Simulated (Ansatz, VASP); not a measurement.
## SiO2: VASP beside Ansatz

One calculation is typed for both programs; each brings its own data sets. How far apart do they land? The cell is taken from a series of runs on this material, whose earlier steps may have relaxed, scaled, displaced or heated it; both programs get it as it stands.

Program: Ansatz 0.2.0. Level of theory: plane waves, with VASP 6.6.1 beside it; single point at HSE06. Results are calculated unless marked as measured.

## 1. Set-up

It takes space group P3_221 (No. 154, trigonal). Conventional cell: a = 4.850 Å, b = 4.850 Å, c = 5.335 Å, α = 90.00°, β = 90.00°, γ = 120.00°. Nearest to Si lie 4 O at 1.61 to 1.62 Å. Nearest to O lie 2 Si at 1.61 to 1.62 Å. Farther neighbours and most contacts between anions are not listed.

## 2. VASP: single point, HSE06

With cell and atoms fixed, the geometry can't cause a difference; cores, projectors, grids and the points listed under the comparison can.

Lines of VASP's logs that name or quote its potential files are left out, and so is its time.

The run reads the wave functions of an earlier VASP run, which isn't shown here.

INCAR

```
SYSTEM = SiO2
PREC = Accurate
ENCUT = 520
EDIFF = 1E-06
NELM = 100
ISMEAR = 0
SIGMA = 0.01
LREAL = .FALSE.
ALGO = Normal
LHFCALC = .TRUE.
AEXX = 0.25
GGA = PE
HFSCREEN = 0.208
LASPH = .TRUE.
NBANDS = 33
PRECFOCK = Fast
LORBIT = 11
LWAVE = .FALSE.
LCHARG = .FALSE.
ISIF = 2
```

POSCAR

```
SiO2
1.0
    4.8499145575      0.0000000000      0.0000000000
   -2.4249572788      4.2001492129      0.0000000000
    0.0000000000      0.0000000000      5.3353045531
Si O
3 6
Direct
    0.4620748546      0.0000000000      0.6666666667
    0.0000000000      0.4620748546      0.3333333333
    0.5379251454      0.5379251454      0.0000000000
    0.4096776002      0.2800775749      0.7754150395
    0.7199224251      0.1296000253      0.4420817062
    0.8703999747      0.5903223998      0.1087483729
    0.2800775749      0.4096776002      0.2245849605
    0.1296000253      0.7199224251      0.5579182938
    0.5903223998      0.8703999747      0.8912516271
```

KPOINTS

```
Automatic mesh
0
Gamma
3 3 3
0 0 0
```

The projector-augmented-wave data sets are Si and O (PBE family, release 64).

Started as:

```console
$ export OMP_NUM_THREADS=3
$ mpirun -np 1 vasp_std
```

Numbers of over 12 decimals in the logs are rounded to 6 here.

Log:

```text
[banner, memory and clock lines left out]
running    1 mpi-ranks, on    1 nodes
 distrk:  each k-point on    1 cores,    1 groups
 distr:  one band on    1 cores,    1 groups
 Offloading initialized ...    1 GPUs detected
 POSCAR found type information on POSCAR SiO
 POSCAR found :  2 types and       9 ions
 LDA part: xc-table for (Slater+PW92), standard interpolation
 found WAVECAR, reading the header
 POSCAR, INCAR and KPOINTS ok, starting setup
 FFT: planning ... GRIDC
 FFT: planning ... GRID_SOFT
 FFT: planning ... GRID
 reading WAVECAR
 the WAVECAR file was read successfully
 initial charge from wavefunction
 entering main loop
       N       E                     dE             d eps       ncg     rms          rms(c)
DAV:   1    -0.873605063861E+02   -0.87361E+02   -0.13145E+00   504   0.804E+00    0.567E+00
DAV:   2    -0.873711413790E+02   -0.10635E-01   -0.53343E-02   564   0.133E+00    0.406E+00
DAV:   3    -0.873669676683E+02    0.41737E-02   -0.41572E-03   572   0.347E-01    0.243E+00
DAV:   4    -0.873660334741E+02    0.93419E-03   -0.13138E-03   580   0.182E-01    0.138E+00
DAV:   5    -0.873657483462E+02    0.28513E-03   -0.17347E-04   572   0.879E-02    0.779E-01
DAV:   6    -0.873656545768E+02    0.93769E-04   -0.51946E-05   580   0.565E-02    0.442E-01
DAV:   7    -0.873656279260E+02    0.26651E-04   -0.14669E-05   580   0.312E-02    0.251E-01
DAV:   8    -0.873656203328E+02    0.75932E-05   -0.43254E-06   572   0.162E-02    0.143E-01
DAV:   9    -0.873656185110E+02    0.18218E-05   -0.15205E-06   412   0.941E-03    0.817E-02
DAV:  10    -0.873656182884E+02    0.22256E-06   -0.68483E-07   388   0.653E-03
   1 F= -.87365618E+02 E0= -.87365618E+02  d E =-.225719E-27
```

From OUTCAR (step 2):

```text
ion  position               nearest neighbor table
   1  0.462  0.000  0.667-   4 1.61   8 1.61   9 1.62   5 1.62   3 3.02   3 3.02   2 3.02   2 3.02

  LATTYP: Found a hexagonal cell.
 ALAT       =     4.8499145575
 C/A-ratio  =     1.1000821746

 Subroutine GETGRP returns: Found  6 space group operations
 (whereof  2 operations were pure point group operations)

The static configuration has the point symmetry C_2 .
 The point group associated with its full space group is D_3 .

 Found      7 irreducible k-points:

   k-points           NKPTS =      7   k-points in BZ     NKDIM =     27   number of bands    NBANDS=     33

   dimension x,y,z NGX =    36 NGY =   36 NGZ =   40
   dimension x,y,z NGXF=    72 NGYF=   72 NGZF=   80

   ENCUT  =  520.0 eV  38.22 Ry    6.18 a.u.   9.02  9.02  9.92*2*pi/ulx,y,z

   NELECT =      48.0000    total number of electrons

 k-points in reciprocal lattice and weights: Automatic mesh
   0.00000000  0.00000000  0.00000000       0.037
   0.33333333  0.00000000  0.00000000       0.222
   0.33333333  0.33333333  0.00000000       0.074
   0.00000000  0.00000000  0.33333333       0.074
   0.33333333  0.00000000  0.33333333       0.222
   0.00000000  0.33333333  0.33333333       0.222
   0.33333333  0.33333333  0.33333333       0.148

  exchange ACFDT corr.  =         0.00000000  see jH, gK, PRB 81, 115126

 average (electrostatic) potential at core
       1 -82.4770       2 -82.4770       3 -82.4770       4 -65.8647       5 -65.8647
       6 -65.8647       7 -65.8647       8 -65.8647       9 -65.8647

 E-fermi :   0.1560

 k-point     1 :       0.0000    0.0000    0.0000
  band No.  band energies     occupation
    ...
     20      -1.0285      2.00000
     21      -1.0285      2.00000
     22      -0.9111      2.00000
     23      -0.1996      2.00000
     24      -0.1996      2.00000
     25       8.0184      0.00000
     26      11.3918      0.00000
     27      11.3918      0.00000
     28      12.1933      0.00000
     29      12.1933      0.00000
    ...

 k-point     2 :       0.3333    0.0000    0.0000
  band No.  band energies     occupation
    ...
     20      -1.0994      2.00000
     21      -0.9859      2.00000
     22      -0.7633      2.00000
     23      -0.1786      2.00000
     24      -0.0208      2.00000
     25       9.5676      0.00000
     26      11.5594      0.00000
     27      11.5906      0.00000
     28      12.0657      0.00000
     29      12.5879      0.00000
    ...

 k-point     3 :       0.3333    0.3333    0.0000
  band No.  band energies     occupation
    ...
     20      -1.1262      2.00000
     21      -1.1262      2.00000
     22      -0.3666      2.00000
     23      -0.3665      2.00000
     24       0.0813      2.00000
     25      11.1058      0.00000
     26      11.1058      0.00000
     27      11.6165      0.00000
     28      12.6378      0.00000
     29      12.6378      0.00000
    ...

  Total        1.3027939      1.3027939      1.6075398     -0.0000000     -0.0000000      0.0000000
  in kB       19.2056172     19.2056172     23.6981415     -0.0000000     -0.0000000      0.0000000
  external PRESSURE =      20.7031253 kB  Pullay stress =       0.0000000 kB

  energy-cutoff  :      520.00
  volume of cell :      108.68
      direct lattice vectors                 reciprocal lattice vectors
     4.849914558  0.000000000  0.000000000     0.206189199  0.119043390 -0.000000000
    -2.424957279  4.200149213  0.000000000     0.000000000  0.238086780  0.000000000
     0.000000000  0.000000000  5.335304553     0.000000000 -0.000000000  0.187430725

 POSITION                                       TOTAL-FORCE (eV/Angst)
 -----------------------------------------------------------------------------------
      2.24102      0.00000      3.55687        -0.007175      0.000000      0.000000
     -1.12051      1.94078      1.77843         0.003588     -0.006214      0.000000
      1.30445      2.25937      0.00000         0.003588      0.006214      0.000000
      1.30773      1.17637      4.13708         0.082125     -0.007221      0.055774
      3.17729      0.54434      2.35864        -0.034809      0.074733      0.055774
      2.78986      2.47944      0.58021        -0.047316     -0.067512      0.055774
      0.36490      1.72071      1.19823        -0.047316      0.067512     -0.055774
     -1.11723      3.02378      2.97666         0.082125      0.007221     -0.055774
      0.75233      3.65581      4.75510        -0.034809     -0.074733     -0.055774
 -----------------------------------------------------------------------------------
    total drift:                                0.000016      0.000032     -0.000008

  FREE ENERGIE OF THE ION-ELECTRON SYSTEM (eV)
  ---------------------------------------------------
  free  energy   TOTEN  =       -87.3656182884 eV

  energy  without entropy=      -87.3656182884  energy(sigma->0) =      -87.36561829

 total charge
# of ion       s       p       d       tot
------------------------------------------
    1        0.659   1.021   0.000   1.680
    2        0.659   1.021   0.000   1.680
    3        0.659   1.021   0.000   1.680
    4        1.558   3.730   0.000   5.288
    5        1.558   3.730   0.000   5.288
    6        1.558   3.730   0.000   5.288
    7        1.558   3.730   0.000   5.288
    8        1.558   3.730   0.000   5.288
    9        1.558   3.730   0.000   5.288
--------------------------------------------------
tot         11.326  25.441   0.000  36.767

[... 3 further parts left out ...]
```

The run ends at a pressure of 2.07 GPa, with forces up to 0.100 eV/Å.

## 3. Ansatz: single point, HSE06

Ansatz runs on its default PAW (the set named soft_2) files.

The same cell, functional and mesh now go to Ansatz.

input.yaml

```yaml
crystal:
  lattice:
    - [4.8499145575, 0.0, 0.0]
    - [-2.4249572788, 4.2001492129, 0.0]
    - [0.0, 0.0, 5.3353045531]
  atoms:
    - { symbol: Si, position: [0.4620748546, 0.0, 0.6666666667] }
    - { symbol: Si, position: [0.0, 0.4620748546, 0.3333333333] }
    - { symbol: Si, position: [0.5379251454, 0.5379251454, 0.0] }
    - { symbol: O, position: [0.4096776002, 0.2800775749, 0.7754150395] }
    - { symbol: O, position: [0.7199224251, 0.1296000253, 0.4420817062] }
    - { symbol: O, position: [0.8703999747, 0.5903223998, 0.1087483729] }
    - { symbol: O, position: [0.2800775749, 0.4096776002, 0.2245849605] }
    - { symbol: O, position: [0.1296000253, 0.7199224251, 0.5579182938] }
    - { symbol: O, position: [0.5903223998, 0.8703999747, 0.8912516271] }
kpoints:
  mp_grid: { grid: [3, 3, 3] }
hamiltonian:
  xc: hse06
scf:
  occupations: { method: fixed }
  n_extra_bands: 7
  lower_state_search: "off"
  convergence: { dr2_threshold: 1.0e-09 }
output:
  eigenvalues: true
basis:
  ecutwfc: 650
```

Started as:

```console
$ ansatz run input.yaml --threads 24 --pin off --max-ram 27648MiB --backend cpu --events-out ev --progress --plain --runs-dir out
```

Log:

```text
scf.n_extra_bands = 7 over 24 filled bands (N_el = 48.0): the run solves 31 bands
Engine: ansatz 0.2.0, aarch64-unknown-linux-gnu
Pseudopotentials: kind: paw
Pseudopotential: Si, paw, valence charge 4, recommended cutoff 420 eV (normal), Si.paw.azcp
Pseudopotential: O, paw, valence charge 6, recommended cutoff 420 eV (normal), O.paw.azcp
Functional definition: HSE06
  parameter a = 0.25
  parameter omega = 0.11/bohr
  exchange = pbe_x - a*pbe_x_sr(omega) + a*exact_x_sr(omega)
  correlation = pbe_c
davidson cushion auto → on  (no smearing: the cushion is to keep the highest requested band from converging to the state above it; pin scf.eigensolver.cushion to override)
Crystal: 9 atoms, lattice volume = 108.682 Å³
Basis set: ecut = 650 eV, 4049 PW (Γ)
Bands: 31, of which v1, the nominal top of the filled ones, is band 24 counted from 1 (23 counted from 0)
Symmetry: 6 space group operations
Space group: P3221 (ITA 154), of the structure as read, at distance tolerance 4.8e-5 Å
k-points: 7 of 27 (time reversal used)
Non-local potential: Si, projectors of the file, l = 0: 2, l = 1: 2, l = 2: 2
Non-local potential: O, projectors of the file, l = 0: 2, l = 1: 2, l = 2: 1
PAW form: soft (Blöchl's): semilocal exchange-correlation on the pseudo side does not see the compensation charge
PAW frozen core: Si, regenerated for the run's functional, and the local potential with it (the file was generated under x = pbe(κ = 0.804, μ = 0.219515), c = pbe(β = 0.066725))
PAW frozen core: O, regenerated for the run's functional, and the local potential with it (the file was generated under x = pbe(κ = 0.804, μ = 0.219515), c = pbe(β = 0.066725))
PAW one-centre angular grid: Si, 110 points (default); XC on 64 Gauss nodes
PAW one-centre angular grid: O, 110 points (default); XC on 96 Gauss nodes
Initial density: superposition of atomic densities (neutral atoms: chi_scale 0, normalization atom), corrected by the library's trained network
Initial wavefunctions: pseudopotential atomic-orbital guess
Functional: x = pbe(κ = 0.804, μ = 0.219515), c = pbe(β = 0.066725), warm-up for x = pbe(κ = 0.804, μ = 0.219515) + 0.25 (exact − pbe) at short range (hse, ω = 0.207870 Å⁻¹), c = pbe(β = 0.066725); HSE06 as pw.x's `hse` composes it (authors' and Libxc's form: `xc: wpbeh`)
SCF iter   1: F=—  HF=-5322.087629 eV  |F-HF|=—  |Δ(HF+E_count)|=         —  Δρ=1.46e-3  dr2=7.58e-4  ethr=1.77e-3  ⟨swp⟩=8.4  Hψ=1197  notcnv=0
preconditioner: auto → none  [insulator: Δε(μ)=6.082 eV  Ē_g=16.670 eV  n_scr=22 (ndim 8)  ℏωp=24.7 eV  f_vac=0.089]
SCF iter   2: F=—  HF=-5322.089889 eV  |F-HF|=—  |Δ(HF+E_count)|=   2.26e-3  Δρ=7.99e-4  dr2=2.54e-4  ethr=1.58e-6  ⟨swp⟩=6.6  Hψ=946  notcnv=0
SCF iter   3: F=-5322.090192 eV  HF=-5322.090125 eV  |F-HF|=6.73e-5  |Δ(HF+E_count)|=   2.36e-4  Δρ=3.88e-4  dr2=3.84e-5  ethr=5.29e-7  ⟨swp⟩=3.1  Hψ=645  notcnv=0
SCF 1 stopped early in 3 iterations: F = -5322.090192 eV  dr2 = 3.84e-5
  greatest PAW one-centre occupation: 0.863 electrons in one spin orbital (limit 2), on the O atom at site 6 (counted from 0), in its partial waves of l = 0
Initial density: handed on by an earlier stage of this run
Initial wavefunctions: those handed on with the density
Functional: x = pbe(κ = 0.804, μ = 0.219515) + 0.25 (exact − pbe) at short range (hse, ω = 0.207870 Å⁻¹), c = pbe(β = 0.066725); HSE06 as pw.x's `hse` composes it (authors' and Libxc's form: `xc: wpbeh`)
Exchange kernel: α = 0.2500, screened, ω = 0.2079 Å⁻¹, Wigner–Seitz truncation, v(0) = 1022.1413 eV·Å³, q-mesh 3×3×3, nearest image of the exchange supercell L = 14.55 Å, pair-density grid 30×30×36, without the augmentation charges, whose exchange is taken in its separable form by FFT convolution over the k-point mesh (sized by the pseudopotential files, 36×36×45 at the most), smooth part of the exact exchange by density-matrix convolution
Frozen-core exchange: fock
SCF iter   1: F=—  HF=-5323.218494 eV  |F-HF|=—  |Δ(HF+E_count)|=         —  Δρ=7.16e-3  dr2=3.92e-2  ethr=8.01e-7  ⟨swp⟩=8.1  Hψ=1269  notcnv=0
preconditioner: auto → none  [insulator: Δε(μ)=7.934 eV  Ē_g=19.193 eV  n_scr=22 (ndim 8)  ℏωp=24.7 eV  f_vac=0.088]
SCF iter   2: F=—  HF=-5323.205362 eV  |F-HF|=—  |Δ(HF+E_count)|=   1.31e-2  Δρ=3.88e-3  dr2=6.31e-3  ethr=8.01e-7  ⟨swp⟩=5.0  Hψ=933  notcnv=0
SCF iter   3: F=—  HF=-5323.219172 eV  |F-HF|=—  |Δ(HF+E_count)|=   1.38e-2  Δρ=1.57e-3  dr2=2.57e-3  ethr=8.01e-7  ⟨swp⟩=4.9  Hψ=835  notcnv=0
iter 4 solved again at ethr=1.94e-8 eV; its pass at ethr=8.01e-7 eV (dr2=9.32e-6 eV) is discarded
SCF iter   4: F=—  HF=-5323.218340 eV  |F-HF|=—  |Δ(HF+E_count)|=   8.32e-4  Δρ=1.37e-4  dr2=2.87e-5  ethr=1.94e-8  ⟨swp⟩=3.0  Hψ=1331  notcnv=0
SCF iter   5: F=—  HF=-5323.218523 eV  |F-HF|=—  |Δ(HF+E_count)|=   1.84e-4  Δρ=1.90e-4  dr2=3.40e-5  ethr=1.94e-8  ⟨swp⟩=5.0  Hψ=833  notcnv=0
SCF iter   6: F=-5323.218513 eV  HF=-5323.218513 eV  |F-HF|=5.22e-7  |Δ(HF+E_count)|=   1.02e-5  Δρ=2.61e-5  dr2=1.13e-6  ethr=1.94e-8  ⟨swp⟩=4.0  Hψ=786  notcnv=0
SCF 2 stopped early in 6 iterations: F = -5323.218513 eV  dr2 = 1.13e-6
  greatest PAW one-centre occupation: 0.867 electrons in one spin orbital (limit 2), on the O atom at site 8 (counted from 0), in its partial waves of l = 0
hybrid outer 1: dexx = +1.702e-2 eV, tail = 1.87e-5 eV
Exchange kernel: α = 0.2500, screened, ω = 0.2079 Å⁻¹, Wigner–Seitz truncation, v(0) = 1022.1413 eV·Å³, q-mesh 3×3×3, nearest image of the exchange supercell L = 14.55 Å, pair-density grid 30×30×36, without the augmentation charges, whose exchange is taken in its separable form by FFT convolution over the k-point mesh (sized by the pseudopotential files, 36×36×45 at the most), smooth part of the exact exchange by density-matrix convolution
Frozen-core exchange: fock
SCF iter   1: F=—  HF=-5323.218363 eV  |F-HF|=—  |Δ(HF+E_count)|=         —  Δρ=2.67e-5  dr2=4.75e-7  ethr=1.95e-7  ⟨swp⟩=3.7  Hψ=573  notcnv=0
preconditioner: auto → none  [insulator: Δε(μ)=7.937 eV  Ē_g=19.177 eV  n_scr=22 (ndim 8)  ℏωp=24.7 eV  f_vac=0.097]
SCF iter   2: F=—  HF=-5323.218363 eV  |F-HF|=—  |Δ(HF+E_count)|=   1.20e-7  Δρ=1.40e-5  dr2=1.04e-7  ethr=6.98e-10  ⟨swp⟩=5.0  Hψ=794  notcnv=0
iter 3 solved again at ethr=4.08e-12 eV; its pass at ethr=1.54e-10 eV (dr2=1.96e-9 eV) is discarded
SCF iter   3: F=—  HF=-5323.218364 eV  |F-HF|=—  |Δ(HF+E_count)|=   2.62e-7  Δρ=2.07e-6  dr2=2.05e-9  ethr=4.08e-12  ⟨swp⟩=3.0  Hψ=1264  notcnv=0
SCF iter   4: F=—  HF=-5323.218364 eV  |F-HF|=—  |Δ(HF+E_count)|=  2.12e-10  Δρ=1.50e-6  dr2=1.32e-9  ethr=4.08e-12  ⟨swp⟩=3.0  Hψ=639  notcnv=0
SCF iter   5: F=-5323.218364 eV  HF=-5323.218364 eV  |F-HF|=4.73e-11  |Δ(HF+E_count)|=  4.73e-10  Δρ=2.82e-7  dr2=1.33e-10  ethr=2.58e-12  ⟨swp⟩=3.1  Hψ=673  notcnv=0
SCF 3 converged in 5 iterations: F = -5323.218364 eV  dr2 = 1.33e-10
hybrid outer 2: dexx = +2.619e-7 eV, tail = 3.12e-9 eV, Δε = 8.53e-4 eV (about 1.16e-5 eV left of the loop's levels)
hybrid SCF converged: 2 outer / 11 inner (+3 warm-up), last move |dexx| = 2.62e-7 eV, tail = 3.12e-9 eV
Stability not checked: this state was not tested for a lower state beside it, because the functional holds exact exchange (a hybrid, or Hartree-Fock), whose exchange loop this test does not read (fock_operator; see scf.lower_state_search)
Free energy (F): -5323.218364 eV
Frozen-core exchange: fock
Harris-Foulkes:  -5323.218364 eV  (|F-HF|=4.73e-11)
Internal energy: -5323.218364 eV  (E = F + TS)
E sigma→0 (E₀):  -5323.218364 eV
Fermi energy:    1.591545 eV
--- Per-component energies (eV) ---
  E_band       = -272.798111
  E_kinetic    = 1216.780029
  E_local      = -2845.435741  (includes V_loc(G=0)·N_el)
  E_nonlocal   = 353.016911
  E_hartree    = 1019.027616
  E_xc         = -493.824636
  E_vxc        = -568.924269  (∫ρ·V_xc dr)
  E_exx        = -138.471998  (= α·E_x^exact, valence–valence)
  E_paw        = -2477.420332  (= ΣΔE_a)
  E_vpaw       = -189.348549  (= ΣTr[D̂ρ^β])
  E_aug_tail   = 0.002885  (compensation charges beyond the density's cutoff)
  E_ewald      = -1956.555789
  E_core_change = -0.337308  (= ΣΔE_core)
  E_smearing   = -0.000000  (= −TS)
  E_closure    = -0.000000  (closes the sum)
  Σ components = -5323.218364   (vs F -5323.218364, Δ=0.00e0)
--- Band table (eV; the first three rows and the last of 7) ---
[... rows of the band table ...]
```

## 4. Side by side

Known differences besides the potentials themselves: exact exchange at q = 0 is treated differently, which shows on coarse meshes; VASP keeps PBE cores, Ansatz makes them for the functional; fixed occupations in Ansatz, narrow Gaussian smearing in VASP; the cutoff is 650 eV in Ansatz and 520 eV in VASP; VASP takes a coarser grid for exact exchange (PRECFOCK = Fast). Total energies have different zeros and are not compared.

The two programs side by side:

| quantity | Ansatz | VASP | difference |
| --- | --- | --- | --- |
| gap on the k mesh (eV) | 7.937 | 7.937 | 0.000 |

A gap on the mesh is an upper bound, since the band edges may lie between its points.

## 5. What came out

| Quantity | Value |
| --- | --- |
| difference in gap on the k mesh (single point, HSE06) | 6.0e-5 eV |

What this shows: The difference in gap on the k mesh is 6.0e-5 eV (single point, HSE06), within the 0.08 eV picked in this series as the mark of a large difference. How closely two codes agree says nothing of how well the functional describes the real material.

[Lines on the potential files, build, host, timing and source positions are cut from VASP's logs without a mark.]

[Logs are printed without paths, hosts, clocks, repeated set-up lines and the standing remarks that a program may print on its own settings, such as how far it seeks lower states.]

[Hosts, paths, dates, database ids (printed as entryN), source tags and the programs' standing remarks are cut or masked in the printed files.]
